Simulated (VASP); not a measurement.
Data:

```xyz
6
Lattice="4.4683 0.0000 0.0000 0.0000 4.4683 0.0000 0.0000 0.0000 2.9850" Properties=species:S:1:pos:R:3 pbc="T T T"
Mg     0.0000     0.0000     0.0000
Mg     2.2341     2.2341     1.4925
H      1.3603     1.3603     2.9850
H      3.5944     0.8738     1.4925
H      0.8738     3.5944     1.4925
H      3.1080     3.1080     0.0000
```

All values below come from r2SCAN meta-GGA, VASP's PBE PAW potentials (set 64) (plane waves; VASP). Numerical set-up: 400 eV cut-off, 6×6×9 Γ-centred mesh, Gaussian smearing of 0.010 eV, potentials Mg H.

**Question.** Estimate the energy per atom (σ→0).

**Answer.** 
| Property | Result |
|---|---|
| energy per atom (σ→0) | -3.952 eV/atom |

The compound is MgH2 in the rutile structure. It was relaxed first.
